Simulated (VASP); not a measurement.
All values below come from revTPSS meta-GGA, VASP's PBE PAW potentials (set 64) (plane waves; VASP).

The input files of a VASP run:

KPOINTS:
```
K-points
0
G
 12 12 7
```

File POSCAR:
```
Dy
1.0
  1.7706232684  -3.0668092665   0.0000000000
  1.7706232684   3.0668092665   0.0000000000
  0.0000000000   0.0000000000   5.4579739260
Dy
2
Direct
  0.3333330000   0.6666670000   0.2500000000
  0.6666670000   0.3333330000   0.7500000000
```

### INCAR
```
SYSTEM  =  Dy
PREC  =  Accurate; ENCUT  =  520; LREAL  =  .FALSE.
LASPH  =  .TRUE.
EDIFF  =  1E-7; NELM  =  100; ALGO  =  Normal
LMAXMIX  =  6; LMIXTAU  =  .TRUE.
ISMEAR  =  1; SIGMA  =  0.1
METAGGA  =  RTPSS
IBRION  =  2; NSW  =  30; ISIF  =  4
EDIFFG  =  -0.01
LWAVE  =  .FALSE.; LCHARG  =  .FALSE.
```

POTCAR, in this order: Dy_3 (PBE.64 set). Program: vasp_std.

Output

### OUTCAR
```
 ion  position               nearest neighbor table
   1  0.333  0.667  0.250-   2 3.41   2 3.41   2 3.41   2 3.41   2 3.41   2 3.41
   2  0.667  0.333  0.750-   1 3.41   1 3.41   1 3.41   1 3.41   1 3.41   1 3.41
  LATTYP: Found a hexagonal cell.
 ALAT       =     3.5412463676
 C/A-ratio  =     1.5412578961
 Subroutine PRICEL returns:
 Original cell was already a primitive cell.
 Subroutine GETGRP returns: Found 24 space group operations
The static configuration has the point symmetry D_3d.
 The point group associated with its full space group is D_6h.
The dynamic configuration has the point symmetry D_3d.
 Subroutine INISYM returns: Found 24 space group operations
 Subroutine IBZKPT returns following result:
 Found     76 irreducible k-points:

 Following reciprocal coordinates:
            Coordinates               Weight
  0.000000  0.000000  0.000000      1.000000
  0.083333  0.000000  0.000000      6.000000
  0.166667 -0.000000  0.000000      6.000000
  0.250000  0.000000  0.000000      6.000000
  0.333333  0.000000  0.000000      6.000000
  0.416667  0.000000  0.000000      6.000000
  0.500000  0.000000  0.000000      3.000000
  0.083333  0.083333  0.000000      6.000000
  0.166667  0.083333  0.000000     12.000000
  0.250000  0.083333  0.000000     12.000000
  0.333333  0.083333  0.000000     12.000000
  0.416667  0.083333  0.000000     12.000000
  0.166667  0.166667  0.000000      6.000000
  0.250000  0.166667  0.000000     12.000000
  0.333333  0.166667  0.000000     12.000000
  0.416667  0.166667  0.000000      6.000000
  0.250000  0.250000  0.000000      6.000000
  0.333333  0.250000  0.000000     12.000000
  0.333333  0.333333  0.000000      2.000000
  0.000000  0.000000  0.142857      2.000000
  0.083333  0.000000  0.142857     12.000000
  0.166667 -0.000000  0.142857     12.000000
  0.250000  0.000000  0.142857     12.000000
  0.333333  0.000000  0.142857     12.000000
  0.416667  0.000000  0.142857     12.000000
  0.500000  0.000000  0.142857      6.000000
  0.083333  0.083333  0.142857     12.000000
  0.166667  0.083333  0.142857     24.000000
  0.250000  0.083333  0.142857     24.000000
  0.333333  0.083333  0.142857     24.000000
  0.416667  0.083333  0.142857     24.000000
  0.166667  0.166667  0.142857     12.000000
  0.250000  0.166667  0.142857     24.000000
  0.333333  0.166667  0.142857     24.000000
  0.416667  0.166667  0.142857     12.000000
  0.250000  0.250000  0.142857     12.000000
  0.333333  0.250000  0.142857     24.000000
  0.333333  0.333333  0.142857      4.000000
  0.000000  0.000000  0.285714      2.000000
  0.083333  0.000000  0.285714     12.000000
   k-points           NKPTS =     76   k-points in BZ     NKDIM =     76   number of bands    NBANDS=     13
   number of dos      NEDOS =    301   number of ions     NIONS =      2
   total plane-waves  NPLWV =  32928
   dimension x,y,z NGX =    28 NGY =   28 NGZ =   42
   dimension x,y,z NGXF=    56 NGYF=   56 NGZF=   84
   ions per type =               2
   PREC   = accura    normal or accurate (medium, high low for compatibility)
   ISTART =      0    job   : 0-new  1-cont  2-samecut
   ICHARG =      2    charge: 1-file 2-atom 10-const
   ISPIN  =      1    spin polarized calculation?
   LNONCOLLINEAR =      F non collinear calculations
   LSORBIT =      F    spin-orbit coupling
   INIWAV =      1    electr: 0-lowe 1-rand  2-diag
   ENCUT  =  520.0 eV  38.22 Ry    6.18 a.u.   6.58  6.58 10.15*2*pi/ulx,y,z
   NELM   =    100;   NELMIN=  2; NELMDL= -5     # of ELM steps
   EDIFF  = 0.1E-06   stopping-criterion for ELM
   LREAL  =      F    real-space projection
...
```

### OSZICAR
```
       N       E                     dE             d eps       ncg     rms          rms(c)
DAV:   1     0.140880302034E+03    0.14088E+03   -0.10464E+04  1976   0.153E+03
DAV:   2     0.666533322845E+02   -0.74227E+02   -0.72908E+02  1976   0.390E+02
DAV:   3     0.624349939637E+02   -0.42183E+01   -0.39743E+01  2751   0.532E+01
DAV:   4     0.622830702342E+02   -0.15192E+00   -0.14662E+00  2609   0.103E+01
DAV:   5     0.622776712860E+02   -0.53989E-02   -0.53737E-02  2947   0.161E+00    0.295E+01
DAV:   6     0.552944073906E+02   -0.69833E+01   -0.49148E+01  1976   0.856E+02    0.172E+01
DAV:   7     0.558058070540E+02    0.51140E+00   -0.17128E+00  3376   0.518E+01    0.144E+00
DAV:   8     0.549048647071E+02   -0.90094E+00   -0.71261E-01  1976   0.119E+01    0.348E-01
DAV:   9     0.560177502225E+02    0.11129E+01   -0.30026E+02  1976   0.584E+03    0.200E-01
DAV:  10     0.548748381240E+02   -0.11429E+01   -0.56842E-01  1976   0.101E+01    0.293E-01
DAV:  11     0.548740766676E+02   -0.76146E-03   -0.51575E-03  2716   0.791E-01    0.155E-01
DAV:  12     0.561568651427E+02    0.12828E+01   -0.33189E+02  1976   0.650E+03    0.802E-02
DAV:  13     0.548696403239E+02   -0.12872E+01   -0.57255E-01  1976   0.102E+01    0.444E-02
DAV:  14     0.548696731448E+02    0.32821E-04   -0.63879E-04  2241   0.384E-01    0.198E-02
DAV:  15     0.548694855569E+02   -0.18759E-03   -0.49756E-05  2516   0.833E-02    0.155E-02
DAV:  16     0.548694437495E+02   -0.41807E-04   -0.38909E-06  2639   0.195E-02    0.178E-02
DAV:  17     0.548694447696E+02    0.10201E-05   -0.11476E-05  2146   0.436E-02    0.192E-02
DAV:  18     0.548694039812E+02   -0.40788E-04   -0.25106E-06  2171   0.227E-02    0.139E-02
DAV:  19     0.548693955302E+02   -0.84510E-05   -0.90700E-07  2246   0.133E-02    0.731E-03
DAV:  20     0.548693954884E+02   -0.41798E-07   -0.12286E-07  1998   0.336E-03
   1 F= 0.54869395E+02 E0= 0.54869479E+02  d E =0.548694E+02
       N       E                     dE             d eps       ncg     rms          rms(c)
DAV:   1     0.548621598012E+02   -0.72357E-02   -0.28674E-01  1976   0.410E+00    0.344E-01
DAV:   2     0.548659670337E+02    0.38072E-02   -0.61229E-03  2566   0.847E-01    0.208E-01
DAV:   3     0.548669521216E+02    0.98509E-03   -0.22987E-03  2376   0.377E-01    0.134E-01
DAV:   4     0.548671899767E+02    0.23786E-03   -0.39865E-04  2293   0.187E-01    0.254E-02
DAV:   5     0.548669962584E+02   -0.19372E-03   -0.28117E-04  2021   0.173E-01    0.294E-02
DAV:   6     0.548669550825E+02   -0.41176E-04   -0.31879E-05  2156   0.500E-02    0.349E-03
DAV:   7     0.548669540688E+02   -0.10137E-05   -0.43481E-06  2537   0.144E-02    0.283E-03
DAV:   8     0.548669526502E+02   -0.14185E-05   -0.92073E-07  2161   0.805E-03    0.150E-03
DAV:   9     0.548669526156E+02   -0.34648E-07   -0.55708E-08  1238   0.246E-03
   2 F= 0.54866953E+02 E0= 0.54867015E+02  d E =-.244287E-02
       N       E                     dE             d eps       ncg     rms          rms(c)
DAV:   1     0.548643032635E+02   -0.26494E-02   -0.12834E-01  1976   0.274E+00    0.231E-01
DAV:   2     0.548660448705E+02    0.17416E-02   -0.27548E-03  2556   0.569E-01    0.142E-01
DAV:   3     0.548664854682E+02    0.44060E-03   -0.10137E-03  2381   0.250E-01    0.951E-02
DAV:   4     0.548665961721E+02    0.11070E-03   -0.17613E-04  2311   0.125E-01    0.166E-02
DAV:   5     0.548665063572E+02   -0.89815E-04   -0.12619E-04  2016   0.116E-01    0.201E-02
DAV:   6     0.548664879617E+02   -0.18395E-04   -0.12028E-05  2156   0.308E-02    0.156E-03
DAV:   7     0.548664882875E+02    0.32574E-06   -0.15974E-06  2532   0.887E-03    0.243E-03
DAV:   8     0.548664874837E+02   -0.80381E-06   -0.48899E-07  2126   0.569E-03    0.921E-04
DAV:   9     0.548664874528E+02   -0.30891E-07   -0.23501E-08  1083   0.168E-03
   3 F= 0.54866487E+02 E0= 0.54866673E+02  d E =-.290804E-02
```

OUTCAR:
```
------------------------ aborting loop because EDIFF is reached ----------------------------------------
  FORCE on cell =-STRESS in cart. coord.  units (eV):
  Direction    XX          YY          ZZ          XY          YZ          ZX
  --------------------------------------------------------------------------------------
  Total        0.4516631      0.4516630      0.4530949      0.0000000     -0.0000000     -0.0000000
  in kB       12.2081762     12.2081746     12.2468787      0.0000000     -0.0000000     -0.0000000
  external PRESSURE =      12.2210765 kB  Pullay stress =       0.0000000 kB
  volume of cell :       59.28
      direct lattice vectors                 reciprocal lattice vectors
     1.759612011 -3.047737206  0.000000000     0.284153550 -0.164056139  0.000000000
     1.759612011  3.047737206 -0.000000000     0.284153550  0.164056139 -0.000000000
     0.000000000  0.000000000  5.526497219     0.000000000  0.000000000  0.180946440
 POSITION                                       TOTAL-FORCE (eV/Angst)
 -----------------------------------------------------------------------------------
      1.75961      1.01591      1.38162         0.000000     -0.000000      0.000000
      1.75961     -1.01591      4.14487        -0.000000      0.000000      0.000000
 -----------------------------------------------------------------------------------
    total drift:                               -0.000003      0.000098     -0.000011
  FREE ENERGIE OF THE ION-ELECTRON SYSTEM (eV)
  ---------------------------------------------------
  free  energy   TOTEN  =        54.8664874528 eV

  energy  without entropy=       54.8670441542  energy(sigma->0) =       54.86667302

 reached required accuracy - stopping structural energy minimisation
```
(Selected blocks of OUTCAR.)

CONTCAR:
```
Dy
   1.00000000000000
     1.7596120114767440   -3.0477372064360893    0.0000000000000000
     1.7596120114767440    3.0477372064360893   -0.0000000000000000
     0.0000000000000000    0.0000000000000000    5.5264972186358419
  Dy
     2
Direct
     0.3333330000000032    0.6666669999999968    0.2500000000000000
     0.6666669999999968    0.3333330000000032    0.7500000000000000
```

The 4f electrons are frozen in the core of the lanthanide potential, so 4f levels, which can set the real gap, and their magnetism are missing.

The compound is Dy in the hcp structure. This cell is one point of a volume scan, at 0.97 of the reference volume. Symmetry was kept, so distortions that lower it aren't found.
